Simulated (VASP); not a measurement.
# LaSc (Pm-3m) in VASP: notebook, part 2 of 2

VASP 6.6.1. The steps go on from the part before.

**4. Band structure, r2SCAN**

File INCAR:

```
PREC     = Accurate       # precision mode
ENCUT    = 520            # plane-wave cutoff, eV
EDIFF    = 1E-7           # SCF threshold, eV
ISMEAR   = -1             # smearing method
SIGMA    = 0.05           # smearing width, eV
LREAL    = False          # projectors in reciprocal space
LASPH    = True           # aspherical terms in the spheres
NELM     = 60             # most SCF steps
ALGO     = Normal         # electronic algorithm
ISIF     = 2              # what is computed and relaxed
LWAVE    = False          # write WAVECAR
LCHARG   = False          # write CHGCAR
LMAXMIX  = 6              # l up to which the mixer works
METAGGA  = R2SCAN         # meta-GGA
LMIXTAU  = True         
NBANDS   = 18             # bands
```

File KPOINTS:

```
Automatic mesh
0
Gamma
  5 5 5
```

File POSCAR:

```
LaSc
1.0
    3.9480400000      0.0000000000      0.0000000000
    0.0000000000      3.9480400000      0.0000000000
    0.0000000000      0.0000000000      3.9480400000
La Sc
1 1
Direct
    0.0000000000      0.0000000000      0.0000000000
    0.5000000000      0.5000000000      0.5000000000
```

File KPOINTS_OPT:

```
path GXMGRX,MR
20
line-mode
reciprocal
 0.0000000000  0.0000000000  0.0000000000  G
 0.0000000000  0.5000000000  0.0000000000  X

 0.0000000000  0.5000000000  0.0000000000  X
 0.5000000000  0.5000000000  0.0000000000  M

 0.5000000000  0.5000000000  0.0000000000  M
 0.0000000000  0.0000000000  0.0000000000  G

 0.0000000000  0.0000000000  0.0000000000  G
 0.5000000000  0.5000000000  0.5000000000  R

 0.5000000000  0.5000000000  0.5000000000  R
 0.0000000000  0.5000000000  0.0000000000  X

 0.5000000000  0.5000000000  0.0000000000  M
 0.5000000000  0.5000000000  0.5000000000  R
```

Potentials or basis: VASP PAW PBE potentials, release 64 (La, Sc_sv).

Launch:

```sh
> cat potpaw_PBE.64/La/POTCAR potpaw_PBE.64/Sc_sv/POTCAR > POTCAR
> mpirun -np 1 vasp_std > vasp.out
```

OUTCAR:

```text
PREC = Accurate
   ENCUT = 520
   EDIFF = 1E-7
   ISMEAR = -1
   LREAL = False
   LASPH = True
   NELM = 60
   ISIF = 2
   METAGGA = R2SCAN

 ion  position               nearest neighbor table
   1  0.000  0.000  0.000-   2 3.42   2 3.42   2 3.42   2 3.42   2 3.42   2 3.42   2 3.42   2 3.42

   2  0.500  0.500  0.500-   1 3.42   1 3.42   1 3.42   1 3.42   1 3.42   1 3.42   1 3.42   1 3.42

  LATTYP: Found a simple cubic cell.
 ALAT       =     3.9480400000

  Lattice vectors:

 A1 = (   3.9480400000,   0.0000000000,   0.0000000000)
 A2 = (   0.0000000000,   3.9480400000,   0.0000000000)
 A3 = (   0.0000000000,   0.0000000000,   3.9480400000)

Analysis of symmetry for initial positions (statically):
=====================================================================
 Subroutine PRICEL returns:
 Original cell was already a primitive cell.

 Routine SETGRP: Setting up the symmetry group for a
 simple cubic supercell.

 Subroutine GETGRP returns: Found 48 space group operations
 (whereof 48 operations were pure point group operations)
 out of a pool of 48 trial point group operations.

The static configuration has the point symmetry O_h .

Analysis of symmetry for dynamics (positions and initial velocities):
=====================================================================
 Subroutine PRICEL returns:
 Original cell was already a primitive cell.

 Routine SETGRP: Setting up the symmetry group for a
 simple cubic supercell.

 Subroutine GETGRP returns: Found 48 space group operations
 (whereof 48 operations were pure point group operations)
 out of a pool of 48 trial point group operations.

The dynamic configuration has the point symmetry O_h .

 Subroutine INISYM returns: Found 48 space group operations
 (whereof 48 operations are pure point group operations),
 and found     1 'primitive' translations

----------------------------------------------------------------------------------------

[... 95 lines left out ...]
   IMIX   =      4    mixing-type and parameters
     AMIX     =   0.40;   BMIX     =  1.00
     AMIX_MAG =   1.60;   BMIX_MAG =  1.00
  volume/ion in A,a.u.               =      30.77       207.64
  Fermi-wavevector in a.u.,A,eV,Ry     =   1.161897  2.195666 18.367918  1.350004
  Thomas-Fermi vector in A             =   2.298464
   LORBIT       =      0    0 simple, 1 ext, 2 COOP (PROOUT), +10 PAW based schemes
   METAGGA = R2SCAN    functional components
   LHFCALC =     F    Hartree Fock is set to
   AEXX    =    0.0000 exact exchange contribution
   IVDW    =     0    specifies the selected vdW correction
   LEPSILON=     F    determine dielectric tensor
   LRPA    =     F    only Hartree local field effects (RPA)
 non-spin polarized calculation
  energy-cutoff  :      520.00
  volume of cell :       61.54
 maximum number of plane-waves:      1679
 NGX is ok and might be reduce to    30
   NGX = 15   NGY = 15   NGZ = 15

 number of electron      22.0000001 magnetization

 Free energy of the ion-electron system (eV)
  ---------------------------------------------------
  ext. energy  EPLUGINS =         0.00000000
  ---------------------------------------------------
  free energy    TOTEN  =       -41.04805937 eV

  energy without entropy =      -41.02809098  energy(sigma->0) =      -41.03807517

 E-fermi :   6.1805     XC(G=0): -10.3983

 val. band max:        6.1629027997   @ k =   0.4000   0.2000   0.0000
 cond. band min:       6.5922601070   @ k =   0.4000   0.4000   0.0000
 fundamental gap:      0.4293573073
 Fermi energy:         6.1805291470

 k-point     1 :       0.0000    0.0000    0.0000
  band No.  band energies     occupation
      1     -45.7173      2.00000
      2     -27.3297      2.00000
      3     -23.3575      2.00000
      4     -23.3575      2.00000
      5     -23.3575      2.00000
      6     -10.4000      2.00000
[... 187 lines left out ...]
      5     -23.3810      2.00000
      6     -10.7819      2.00000
[... 10 lines left out ...]
     17       8.8809      0.00000
     18       8.9758      0.00000

------------------------ aborting loop because EDIFF is reached ----------------------------------------

  FORCE on cell =-STRESS in cart. coord.  units (eV):
  Direction    XX          YY          ZZ          XY          YZ          ZX
  --------------------------------------------------------------------------------------
  -------------------------------------------------------------------------------------
  Total        0.1485566      0.1485566      0.1485566      0.0000000      0.0000000     -0.0000000
  in kB        3.8677445      3.8677445      3.8677445      0.0000000      0.0000000     -0.0000000
  external PRESSURE =       3.8677445 kB  Pullay stress =       0.0000000 kB

 VOLUME and BASIS-vectors are now :
 -----------------------------------------------------------------------------
  energy-cutoff  :      520.00
  volume of cell :       61.54
      direct lattice vectors                 reciprocal lattice vectors
     3.948040000  0.000000000  0.000000000     0.253290240  0.000000000  0.000000000
     0.000000000  3.948040000  0.000000000     0.000000000  0.253290240  0.000000000
     0.000000000  0.000000000  3.948040000     0.000000000  0.000000000  0.253290240

 POSITION                                       TOTAL-FORCE (eV/Angst)
 -----------------------------------------------------------------------------------
      0.00000      0.00000      0.00000         0.000000      0.000000      0.000000
      1.97402      1.97402      1.97402         0.000000      0.000000      0.000000
 -----------------------------------------------------------------------------------
    total drift:                                0.000000     -0.000000      0.000000

  FREE ENERGIE OF THE ION-ELECTRON SYSTEM (eV)
  ---------------------------------------------------
  free  energy   TOTEN  =       -41.0480593669 eV

  energy  without entropy=      -41.0280909771  energy(sigma->0) =      -41.03807517
```

OSZICAR:

```text
N       E                     dE             d eps       ncg     rms          rms(c)
DAV:   1     0.283795084311E+03    0.28380E+03   -0.92054E+03   368   0.167E+03
DAV:   2    -0.183498284092E+02   -0.30214E+03   -0.29455E+03   500   0.427E+02
DAV:   3    -0.471971718839E+02   -0.28847E+02   -0.27336E+02   576   0.168E+02
DAV:   4    -0.487949435207E+02   -0.15978E+01   -0.15808E+01   680   0.302E+01
DAV:   5    -0.488935512107E+02   -0.98608E-01   -0.98411E-01   606   0.637E+00    0.753E+00
DAV:   6    -0.411107810146E+02    0.77828E+01   -0.13035E+01   558   0.319E+01    0.216E+00
DAV:   7    -0.408208077853E+02    0.28997E+00   -0.15848E+00   656   0.117E+01    0.154E+00
DAV:   8    -0.407621370171E+02    0.58671E-01   -0.60913E-01   556   0.660E+00    0.543E-01
DAV:   9    -0.409804982133E+02   -0.21836E+00   -0.53339E-01   538   0.682E+00    0.279E-01
DAV:  10    -0.410064247265E+02   -0.25927E-01   -0.32633E-02   650   0.272E+00    0.222E-01
[... 146 further cycles ...]
DAV:   3    -0.318170054394E+04   -0.28549E+03      590
DAV:   4    -0.319326499736E+04   -0.11564E+02      694
DAV:   5    -0.319366795866E+04   -0.40296E+00      510
DAV:   6    -0.319374084919E+04   -0.72891E-01      704
DAV:   7    -0.319374408365E+04   -0.32345E-02      502
DAV:   8    -0.319374463000E+04   -0.54635E-03      688
DAV:   9    -0.319374466412E+04   -0.34116E-04      560
DAV:  10    -0.319374467128E+04   -0.71616E-05      704
DAV:  11    -0.319374467165E+04   -0.37423E-06      544
DAV:  12    -0.319374467169E+04   -0.33759E-07      504
```

It took 3.9 min on 1 thread of Intel Xeon 6975P-C (Granite Rapids), shared host; peak memory 0.18 GiB.

What came out:

| Property | Result |
| --- | --- |
| Free energy | -41.0481 eV |
| Pressure | 0.4 GPa |
| Band gap along the path | none (metal or under the smearing width) |

Levels at the corners of the path, in eV from the Fermi level:
```csv
point,band 9,band 10,band 11,band 12,band 13,band 14
Γ,-4.18,-1.56,-1.56,1.68,1.68,1.68
X,-1.74,-1.06,0.04,0.46,1.48,1.48
X,-1.74,-1.06,0.04,0.46,1.48,1.48
M,-2.44,-1.11,0.31,0.31,1.51,1.51
M,-2.44,-1.11,0.31,0.31,1.51,1.51
Γ,-4.18,-1.56,-1.56,1.68,1.68,1.68
Γ,-4.18,-1.56,-1.56,1.68,1.68,1.68
R,-0.93,-0.93,-0.93,1.13,1.13,1.13
R,-0.93,-0.93,-0.93,1.13,1.13,1.13
X,-1.74,-1.06,0.04,0.46,1.48,1.48
M,-2.44,-1.11,0.31,0.31,1.51,1.51
R,-0.93,-0.93,-0.93,1.13,1.13,1.13
```

Caveat: the PAW data sets were made with another functional, which shifts forces and pressure a little; spin-orbit coupling is left out, which moves the levels of the heavy elements.

**5. Band structure, r2SCAN, spin-orbit coupling, no magnetisation**

Edit INCAR of step 4 so:

```diff
@@ -12,2 +12,6 @@
 LCHARG   = False          # write CHGCAR
+MAGMOM   = 0 0 0 0 0 0    # initial moments
+LORBIT   = 11             # projections on sites
+LSORBIT  = True           # spin-orbit coupling
+GGA_COMPAT= False        
 LMAXMIX  = 6              # l up to which the mixer works
@@ -15,2 +19,2 @@
 LMIXTAU  = True         
-NBANDS   = 18             # bands
+NBANDS   = 34             # bands
```

KPOINTS is that of step 4.

POSCAR is that of step 4.

KPOINTS_OPT is that of step 4.

Launch:

```sh
> cat potpaw_PBE.64/La/POTCAR potpaw_PBE.64/Sc_sv/POTCAR > POTCAR
> mpirun -np 1 vasp_ncl > vasp.out
```

Wall time 29 min (1 thread of Intel Xeon 6975P-C (Granite Rapids), shared host); peak memory 0.37 GiB.

Results (log left out):

```
Free energy                                           : -41.3351 eV
Pressure                                              : 0.3 GPa
Valence electrons inside the program's atomic spheres : La 8.59; Sc 9.29
```

Caveat: the PAW data sets were made with another functional, which shifts forces and pressure a little.

**6. Band structure, r2SCAN**

File INCAR:

```
SYSTEM = LaSc
  ALGO = Normal
  BMIX = 0.5
  EDIFF = 1E-7
  ENCUT = 520
  ISIF = 2
  ISMEAR = -1
  LASPH = .True.
  LCHARG = .False.
  LMAXMIX = 6
  LMIXTAU = .True.
  LREAL = .False.
  LWAVE = .False.
  METAGGA = R2SCAN
  NBANDS = 13
  NELECT = 21.9
  NELM = 60
  PREC = Accurate
  SIGMA = 0.05
```

File KPOINTS:

```
k-points
0
Gamma
  5 5 5
  0 0 0
```

POSCAR is that of step 5.

Edit KPOINTS_OPT of step 5 so:

```diff
@@ -1,3 +1,3 @@
 path GXMGRX,MR
-20
+10
 line-mode
```

Potentials or basis: VASP PAW PBE potentials, release 64 (La, Sc_sv).

Launch:

```sh
> cat potpaw_PBE.64/La/POTCAR potpaw_PBE.64/Sc_sv/POTCAR > POTCAR
> mpirun -np 1 vasp_std > vasp.out
```

Run time: 2 min. Hardware: 1 thread of Intel Xeon 6975P-C (Granite Rapids), shared host; peak memory 0.18 GiB.

These settings aren't checked as converged (typed here: BMIX = 0.5; NELECT = 21.9; NBANDS = 13): the numbers below hold their error.

What came out:

* Free energy: -41.6655 eV
* Band gap along the path: none (metal or under the smearing width)

Caveat: the cell is charged against a uniform background, so pressure and absolute levels hang on convention; the PAW data sets were made with another functional, which shifts forces and pressure a little; spin-orbit coupling is left out, which moves the levels of the heavy elements.
